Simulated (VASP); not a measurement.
# Mo: input slips in a relaxation and what they do

Aim: see how common mistakes in a VASP relaxation show up, on Mo. The starting structure is a measured crystal structure from the Crystallography Open Database. The first relaxation on each setting starts from this cell expanded by 3 % in volume.

Calculated with VASP 6.6.1; Kohn-Sham DFT with plane waves and PAW; PBEsol.

## 1. Starting point

Symmetry: Im-3m, No. 229, cubic system. The conventional cell has a = 3.147 Å, b = 3.147 Å, c = 3.147 Å, α = 90.00°, β = 90.00°, γ = 90.00°. Mo has 8 Mo at 2.73 Å nearest.

## 2. Reference relaxation

This run starts from the cell of an earlier relaxation, which isn't shown; the restart sets up the plane waves anew.

INCAR reads:

```
SYSTEM = Mo
PREC = Accurate
ENCUT = 450
EDIFF = 1E-06
NELM = 100
ISMEAR = 1
SIGMA = 0.15
LREAL = .FALSE.
ALGO = Normal
GGA = PS
NBANDS = 13
LORBIT = 11
LWAVE = .FALSE.
LCHARG = .FALSE.
KPAR = 4
IBRION = 2
NSW = 50
ISIF = 3
EDIFFG = -0.006
```

POSCAR reads:

```
Mo
1.0
   -1.5659467437      1.5659467437      1.5659467437
    1.5659467437     -1.5659467437      1.5659467437
    1.5659467437      1.5659467437     -1.5659467437
Mo
1
Direct
    0.0000000000      0.0000000000      0.0000000000
```

KPOINTS reads:

```
Automatic mesh
0
Gamma
20 20 20
0 0 0
```

The projector-augmented-wave data sets are Mo_sv (PBE family, release 64).

Command:

```sh
mpirun -np 4 vasp_std
```

Log:

```text
[banner, memory and clock lines left out]
running    4 mpi-ranks, on    1 nodes
 distrk:  each k-point on    1 cores,    4 groups
 distr:  one band on    1 cores,    1 groups

 POSCAR found type information on POSCAR Mo
 POSCAR found :  1 types and       1 ions
|                                                                             |
|               ----> ADVICE to this user running VASP <----                  |
|                                                                             |
|     You enforced a specific xc type in the INCAR file but a different       |
|     [... a line on the potential file left out ...]
|     I HOPE YOU KNOW WHAT YOU ARE DOING!                                     |
|                                                                             |

 LDA part: xc-table for (Slater+PW92), standard interpolation
 POSCAR, INCAR and KPOINTS ok, starting setup
 FFT: planning ... GRIDC
 FFT: planning ... GRID_SOFT
 FFT: planning ... GRID
 WAVECAR not read
 entering main loop
       N       E                     dE             d eps       ncg     rms          rms(c)
DAV:   1     0.809747926498E+02    0.80975E+02   -0.74551E+03  6772   0.999E+02
DAV:   2    -0.115650070734E+02   -0.92540E+02   -0.89151E+02  7571   0.291E+02
DAV:   3    -0.125333036804E+02   -0.96830E+00   -0.96521E+00  7486   0.297E+01
DAV:   4    -0.125354551133E+02   -0.21514E-02   -0.21512E-02  7491   0.168E+00
DAV:   5    -0.125354675747E+02   -0.12461E-04   -0.12461E-04  7556   0.114E-01    0.165E+01
DAV:   6    -0.118794490755E+02    0.65602E+00   -0.77863E-01  6841   0.108E+01    0.448E+00
DAV:   7    -0.117848115542E+02    0.94638E-01   -0.15007E-01  7396   0.450E+00    0.954E-01
DAV:   8    -0.117787727735E+02    0.60388E-02   -0.40042E-03  6906   0.799E-01    0.209E-01
DAV:   9    -0.117787885536E+02   -0.15780E-04   -0.85826E-05  7844   0.111E-01    0.878E-02
DAV:  10    -0.117787947771E+02   -0.62235E-05   -0.84399E-06  6931   0.334E-02    0.365E-03
DAV:  11    -0.117787949606E+02   -0.18344E-06   -0.68469E-08  3728   0.287E-03
   1 F= -.11778795E+02 E0= -.11778623E+02  d E =-.117788E+02
 curvature:   0.00 expect dE= 0.000E+00 dE for cont linesearch  0.000E+00
 trial: gam= 0.00000 g(F)=  0.806E-64 g(S)=  0.117E-04 ort = 0.000E+00 (trialstep = 0.100E+01)
 search vector abs. value=  0.117E-04
 bond charge predicted
       N       E                     dE             d eps       ncg     rms          rms(c)
DAV:   1    -0.117790794174E+02   -0.28464E-03   -0.62186E-03  6751   0.105E+00    0.199E-01
DAV:   2    -0.117788009671E+02    0.27845E-03   -0.42697E-04  6696   0.259E-01    0.333E-02
DAV:   3    -0.117787805713E+02    0.20396E-04   -0.63431E-05  7001   0.984E-02    0.301E-02
DAV:   4    -0.117787840726E+02   -0.35013E-05   -0.15958E-06  6018   0.131E-02    0.116E-03
DAV:   5    -0.117787840938E+02   -0.21233E-07   -0.11833E-07  3398   0.426E-03
   2 F= -.11778784E+02 E0= -.11778609E+02  d E =0.108668E-04
 trial-energy change:    0.000011  1 .order    0.000011   -0.000012    0.000034
 step:   0.2554(harm=  0.2554)  dis= 0.00000  next Energy=   -11.778796 (dE=-0.150E-05)
 bond charge predicted
       N       E                     dE             d eps       ncg     rms          rms(c)
DAV:   1    -0.117789608445E+02   -0.17677E-03   -0.34464E-03  6756   0.779E-01    0.148E-01
DAV:   2    -0.117788084434E+02    0.15240E-03   -0.23784E-04  6696   0.193E-01    0.248E-02
DAV:   3    -0.117787967116E+02    0.11732E-04   -0.34994E-05  6966   0.731E-02    0.222E-02
DAV:   4    -0.117787965280E+02    0.18358E-06   -0.87675E-07  5335   0.981E-03
   3 F= -.11778797E+02 E0= -.11778624E+02  d E =-.156746E-05
 curvature:  -0.13 expect dE=-0.238E-06 dE for cont linesearch -0.238E-06
 trial: gam= 0.00000 g(F)=  0.223E-62 g(S)=  0.186E-05 ort =-0.468E-05 (trialstep = 0.851E+00)
 search vector abs. value=  0.186E-05
 reached required accuracy - stopping structural energy minimisation
```

Elapsed: 7 s, on 4 MPI ranks of Intel Xeon 6975P-C (Granite Rapids), shared host; peak memory 0.61 GiB; 26 s of CPU time.

The logs omit lines about the potential files and the build; timing stands in the text.

From OUTCAR (step 2):

```text
ion  position               nearest neighbor table
   1  0.000  0.000  0.000-

  LATTYP: Found a body centered cubic cell.
 ALAT       =     3.1318934874

 Subroutine GETGRP returns: Found 48 space group operations
 (whereof 48 operations were pure point group operations)

The static configuration has the point symmetry O_h .

 Found    256 irreducible k-points:

   k-points           NKPTS =    256   k-points in BZ     NKDIM =    256   number of bands    NBANDS=     13

   dimension x,y,z NGX =    20 NGY =   20 NGZ =   20
   dimension x,y,z NGXF=    40 NGYF=   40 NGZF=   40

   ENCUT  =  450.0 eV  33.07 Ry    5.75 a.u.   4.69  4.69  4.69*2*pi/ulx,y,z

   NELECT =      14.0000    total number of electrons

 k-points in reciprocal lattice and weights: Automatic mesh
   0.00000000  0.00000000  0.00000000       0.000
   0.05000000  0.00000000  0.00000000       0.002
   0.10000000  0.00000000  0.00000000       0.002
   0.15000000  0.00000000  0.00000000       0.002
   0.20000000  0.00000000  0.00000000       0.002
   0.25000000  0.00000000  0.00000000       0.002
   0.30000000  0.00000000  0.00000000       0.002
   0.35000000  0.00000000  0.00000000       0.002
   0.40000000  0.00000000  0.00000000       0.002
[...]
0.50000000  0.50000000  0.45000000       0.002
   0.50000000  0.50000000  0.50000000       0.000

 average (electrostatic) potential at core
       1 -68.7448

 E-fermi :  12.7727

 k-point     1 :       0.0000    0.0000    0.0000
  band No.  band energies     occupation
    ...
      4     -21.6900      2.00000
      5       5.4107      2.00000
      6      11.3526      2.00000
      7      11.3526      2.00000
      8      11.3526      2.00000
      9      14.4291     -0.00000
     10      14.4291     -0.00000
     11      27.5893      0.00000
     12      27.5893      0.00000
     13      27.5893      0.00000

 k-point     2 :       0.0500    0.0000    0.0000
  band No.  band energies     occupation
    ...
      4     -21.6903      2.00000
      5       5.5247      2.00000
      6      11.2873      2.00000
      7      11.3424      2.00000
      8      11.4595      2.00000
      9      14.3299     -0.00000
     10      14.4305     -0.00000
     11      27.6777      0.00000
     12      27.7814      0.00000
     13      27.8245      0.00000

 k-point     3 :       0.1000    0.0000    0.0000
  band No.  band energies     occupation
    ...
      4     -21.6913      2.00000
      5       5.8531      2.00000
      6      11.1036      2.00000
      7      11.2990      2.00000
      8      11.7768      2.00000
      9      14.0985     -0.00000
     10      14.4382     -0.00000
     11      27.9019      0.00000
     12      28.3441      0.00000
     13      28.4353      0.00000

  Total        0.0035890      0.0035890      0.0035890     -0.0000000     -0.0000000      0.0000000
  in kB        0.3744856      0.3744856      0.3744856     -0.0000000     -0.0000000      0.0000000
  external PRESSURE =       0.3744856 kB  Pullay stress =       0.0000000 kB

  energy-cutoff  :      450.00
  volume of cell :       15.35
      direct lattice vectors                 reciprocal lattice vectors
    -1.565773052  1.565773052  1.565773052     0.000000000  0.319331080  0.319331080
     1.565773052 -1.565773052  1.565773052     0.319331080  0.000000000  0.319331080
     1.565773052  1.565773052 -1.565773052     0.319331080  0.319331080  0.000000000

 POSITION                                       TOTAL-FORCE (eV/Angst)
 -----------------------------------------------------------------------------------
      0.00000      0.00000      0.00000         0.000000     -0.000000      0.000000
 -----------------------------------------------------------------------------------
    total drift:                                0.000000     -0.000000      0.000000

  FREE ENERGIE OF THE ION-ELECTRON SYSTEM (eV)
  ---------------------------------------------------
  free  energy   TOTEN  =       -11.7787965280 eV

  energy  without entropy=      -11.7782776126  energy(sigma->0) =      -11.77862356

 reached required accuracy - stopping structural energy minimisation

 total charge
# of ion       s       p       d       tot
------------------------------------------
    1        2.391   6.214   3.940  12.544

[... 3 further parts left out ...]
```

CONTCAR:

```
Mo
   1.00000000000000
    -1.5657730524385127    1.5657730524385127    1.5657730524385127
     1.5657730524385127   -1.5657730524385127    1.5657730524385127
     1.5657730524385127    1.5657730524385127   -1.5657730524385127
  Mo
     1
Direct
     0.0000000000000000    0.0000000000000000    0.0000000000000000
```

The PAW data sets were made with PBE, which is usual practice but a small mismatch for other functionals. The run keeps the 48 symmetry operations of its start, so it cannot find a distortion of lower symmetry.

The reference relaxation ends at 15.355 Å³ an atom.

## 3. Relaxation with a loose electronic threshold

A slip made on purpose: a loose electronic threshold. Against step 2 the input has EDIFF = 0.01 (also changed: NELM and NSW).

INCAR: that of step 2 with these lines changed.

```diff
@@ -3,4 +3,4 @@
 ENCUT = 450
-EDIFF = 1E-06
-NELM = 100
+EDIFF = 0.01
+NELM = 60
 ISMEAR = 1
@@ -16,3 +16,3 @@
 IBRION = 2
-NSW = 50
+NSW = 30
 ISIF = 3
```

POSCAR reads:

```
Mo
1.0
   -1.5889943795      1.5889943795      1.5889943795
    1.5889943795     -1.5889943795      1.5889943795
    1.5889943795      1.5889943795     -1.5889943795
Mo
1
Direct
    0.0000000000      0.0000000000      0.0000000000
```

KPOINTS is that of step 2.

Command:

```sh
mpirun -np 4 vasp_std
```

Log:

```text
[banner, memory and clock lines left out]
running    4 mpi-ranks, on    1 nodes
[...]
[... a notice as in an earlier step ...]

 LDA part: xc-table for (Slater+PW92), standard interpolation
 POSCAR, INCAR and KPOINTS ok, starting setup
[...]
entering main loop
       N       E                     dE             d eps       ncg     rms          rms(c)
DAV:   1     0.813726044762E+02    0.81373E+02   -0.73889E+03  6775   0.988E+02
DAV:   2    -0.115312374439E+02   -0.92904E+02   -0.89476E+02  7706   0.290E+02
DAV:   3    -0.125555736895E+02   -0.10243E+01   -0.10224E+01  7451   0.302E+01
DAV:   4    -0.125577789692E+02   -0.22053E-02   -0.22052E-02  7421   0.172E+00
DAV:   5    -0.125577910038E+02   -0.12035E-04   -0.12034E-04  5401   0.118E-01    0.150E+01
DAV:   6    -0.118535359636E+02    0.70426E+00   -0.86100E-01  6856   0.112E+01    0.370E+00
DAV:   7    -0.117603638478E+02    0.93172E-01   -0.14801E-01  7391   0.438E+00    0.105E+00
DAV:   8    -0.117542309016E+02    0.61329E-02   -0.41870E-03  6976   0.815E-01
   1 F= -.11754231E+02 E0= -.11754158E+02  d E =-.117542E+02
[... from here on, the cycles between the ionic steps are left out ...]
   2 F= -.11545622E+02 E0= -.11545609E+02  d E =0.208609E+00
   3 F= -.11779065E+02 E0= -.11778906E+02  d E =-.248345E-01
   5 F= -.11726728E+02 E0= -.11726518E+02  d E =0.275025E-01
   7 F= -.11779203E+02 E0= -.11779020E+02  d E =-.249717E-01
   9 F= -.11779607E+02 E0= -.11779436E+02  d E =-.253760E-01
  11 F= -.11776643E+02 E0= -.11776498E+02  d E =0.289984E-02
  13 F= -.11779569E+02 E0= -.11779401E+02  d E =-.263572E-04
  15 F= -.11779529E+02 E0= -.11779360E+02  d E =0.134177E-04
  17 F= -.11779536E+02 E0= -.11779366E+02  d E =0.664358E-05
  19 F= -.11779537E+02 E0= -.11779367E+02  d E =0.568090E-05
  21 F= -.11779537E+02 E0= -.11779368E+02  d E =0.544344E-05
  23 F= -.11779537E+02 E0= -.11779368E+02  d E =0.538315E-05
  25 F= -.11779537E+02 E0= -.11779368E+02  d E =0.536866E-05
  27 F= -.11779537E+02 E0= -.11779368E+02  d E =0.536522E-05
  29 F= -.11779631E+02 E0= -.11779452E+02  d E =-.931293E-04
  30 F= -.11777154E+02 E0= -.11776963E+02  d E =0.238355E-02
[...]
opt :   1.9420  next Energy=   -11.777553 (dE= 0.198E-02)
```

Elapsed: 31 s, on 4 MPI ranks; peak memory 0.67 GiB.

OUTCAR, selected parts (step 3):

```text
  Total        0.1970412      0.1970412      0.1970412      0.0000000      0.0000000      0.0000000
  in kB       20.8182194     20.8182194     20.8182194      0.0000000      0.0000000      0.0000000
  external PRESSURE =      20.8182194 kB  Pullay stress =       0.0000000 kB

 POSITION                                       TOTAL-FORCE (eV/Angst)
 -----------------------------------------------------------------------------------
      0.00000      0.00000      0.00000        -0.000000      0.000000     -0.000000
 -----------------------------------------------------------------------------------
    total drift:                                0.000000     -0.000000      0.000000

  FREE ENERGIE OF THE ION-ELECTRON SYSTEM (eV)
  ---------------------------------------------------
  free  energy   TOTEN  =       -11.7771539079 eV

  energy  without entropy=      -11.7765821424  energy(sigma->0) =      -11.77696332

[... 1 part as in an earlier step ...]

[... 2 further parts left out ...]
[key lines of the parts left out:]
E-fermi :  12.9807
```

Logs of long relaxations may skip ionic steps without a mark.

The relaxation used up its 30 ionic steps (NSW) before forces and stress met EDIFFG.

## 4. Relaxation with a smearing far too wide

A slip made on purpose: a smearing far too wide. Against step 2 the input has ISMEAR = 0 and SIGMA = 2 (also changed: NELM).

INCAR reads:

```
SYSTEM = Mo
PREC = Accurate
ENCUT = 450
EDIFF = 1E-06
NELM = 60
ISMEAR = 0
SIGMA = 2
LREAL = .FALSE.
ALGO = Normal
GGA = PS
NBANDS = 13
LORBIT = 11
LWAVE = .FALSE.
LCHARG = .FALSE.
KPAR = 4
IBRION = 2
NSW = 50
ISIF = 3
EDIFFG = -0.006
```

POSCAR is that of step 3.

KPOINTS is that of step 3.

Command:

```sh
mpirun -np 4 vasp_std
```

Log:

```text
[... set-up lines as in an earlier step ...]
 entering main loop
       N       E                     dE             d eps       ncg     rms          rms(c)
DAV:   1     0.807940666050E+02    0.80794E+02   -0.73889E+03  6775   0.988E+02
DAV:   2    -0.122648889145E+02   -0.93059E+02   -0.89579E+02  7706   0.290E+02
DAV:   3    -0.132893129651E+02   -0.10244E+01   -0.10215E+01  7451   0.302E+01
DAV:   4    -0.132915407695E+02   -0.22278E-02   -0.22277E-02  7421   0.172E+00
[...]
DAV:   9    -0.126354245263E+02    0.34773E-05   -0.93088E-05  7866   0.116E-01    0.501E-02
DAV:  10    -0.126354332086E+02   -0.86823E-05   -0.64188E-06  6906   0.266E-02    0.435E-03
DAV:  11    -0.126354333981E+02   -0.18954E-06   -0.68929E-08  3738   0.253E-03
   1 F= -.12635433E+02 E0= -.11606655E+02  d E =-.126354E+02
[...]
N       E                     dE             d eps       ncg     rms          rms(c)
DAV:   1    -0.127062849173E+02   -0.70852E-01   -0.14253E+00  6736   0.156E+01    0.242E+00
[...]
DAV:   4    -0.126341578359E+02   -0.42458E-03   -0.35336E-04  6916   0.185E-01    0.123E-02
DAV:   5    -0.126341575760E+02    0.25984E-06   -0.11345E-05  7586   0.408E-02    0.271E-03
DAV:   6    -0.126341577736E+02   -0.19755E-06   -0.10291E-07  3813   0.368E-03
   2 F= -.12634158E+02 E0= -.11574952E+02  d E =0.127562E-02
 trial-energy change:    0.001276  1 .order    0.001242   -0.002617    0.005100
 step:   0.3332(harm=  0.3391)  dis= 0.00000  next Energy=   -12.635868 (dE=-0.435E-03)
[...]
N       E                     dE             d eps       ncg     rms          rms(c)
DAV:   1    -0.126676543166E+02   -0.33497E-01   -0.62745E-01  6746   0.103E+01    0.178E+00
DAV:   2    -0.126374892029E+02    0.30165E-01   -0.48736E-02  6691   0.270E+00    0.300E-01
DAV:   3    -0.126356530588E+02    0.18361E-02   -0.60826E-03  7006   0.935E-01    0.258E-01
DAV:   4    -0.126358627483E+02   -0.20969E-03   -0.15076E-04  6921   0.123E-01    0.153E-02
DAV:   5    -0.126358651861E+02   -0.24378E-05   -0.96777E-06  7576   0.376E-02    0.200E-03
DAV:   6    -0.126358648079E+02    0.37821E-06   -0.12729E-07  3568   0.435E-03
   3 F= -.12635865E+02 E0= -.11597040E+02  d E =-.431410E-03
[...]
reached required accuracy - stopping structural energy minimisation
```

Elapsed: 8 s, on 4 MPI ranks; peak memory 0.63 GiB; 30 s of CPU time.

From OUTCAR (step 4):

```text
  Total       -0.0011990     -0.0011990     -0.0011990     -0.0000000     -0.0000000     -0.0000000
  in kB       -0.1189261     -0.1189261     -0.1189261     -0.0000000     -0.0000000     -0.0000000
  external PRESSURE =      -0.1189261 kB  Pullay stress =       0.0000000 kB

  FREE ENERGIE OF THE ION-ELECTRON SYSTEM (eV)
  ---------------------------------------------------
  free  energy   TOTEN  =       -12.6358648079 eV

  energy  without entropy=      -10.5582156851  energy(sigma->0) =      -11.59704025

[... 3 parts as in an earlier step ...]

[... 2 further parts left out ...]
[key lines of the parts left out:]
E-fermi :  11.8675
```

With a smearing far too wide the cell ends at 16.153 Å³ an atom, +5.19 % from the reference.

## 5. Relaxation with the cell held fixed (ISIF = 2)

A slip made on purpose: the cell held fixed (ISIF = 2). Against step 2 the input has ISIF = 2 (also changed: NELM).

INCAR: that of step 4 with these lines changed.

```diff
@@ -5,4 +5,4 @@
 NELM = 60
-ISMEAR = 0
-SIGMA = 2
+ISMEAR = 1
+SIGMA = 0.15
 LREAL = .FALSE.
@@ -17,3 +17,3 @@
 NSW = 50
-ISIF = 3
+ISIF = 2
 EDIFFG = -0.006
```

POSCAR is that of step 4.

KPOINTS is that of step 4.

Command:

```sh
mpirun -np 4 vasp_std
```

Log:

```text
[... set-up lines as in an earlier step ...]
 entering main loop
       N       E                     dE             d eps       ncg     rms          rms(c)
[... 4 cycles as in an earlier step ...]
DAV:   5    -0.125577922644E+02   -0.13295E-04   -0.13295E-04  7511   0.118E-01    0.150E+01
DAV:   6    -0.118535371211E+02    0.70426E+00   -0.86097E-01  6856   0.112E+01    0.370E+00
DAV:   7    -0.117603646508E+02    0.93172E-01   -0.14801E-01  7391   0.438E+00    0.105E+00
DAV:   8    -0.117542308917E+02    0.61338E-02   -0.41925E-03  6976   0.815E-01    0.219E-01
DAV:   9    -0.117542346785E+02   -0.37868E-05   -0.10171E-04  7751   0.121E-01    0.858E-02
DAV:  10    -0.117542416383E+02   -0.69599E-05   -0.86359E-06  6936   0.329E-02    0.515E-03
DAV:  11    -0.117542417816E+02   -0.14324E-06   -0.15128E-07  3713   0.426E-03
   1 F= -.11754242E+02 E0= -.11754168E+02  d E =-.117542E+02
[...]
reached required accuracy - stopping structural energy minimisation
```

It took 4.6 s on 4 MPI ranks; peak memory 0.59 GiB; 16 s of CPU time.

(Continued in part 2 of 2.)

[Lines on the potential files, build, host, timing and source positions are cut from VASP's logs without a mark.]

[Logs are printed without paths, hosts, clocks, repeated set-up lines and the standing remarks that a program may print on its own settings, such as how far it seeks lower states.]

[Hosts, paths, dates, database ids (printed as entryN), source tags and the programs' standing remarks are cut or masked in the printed files.]
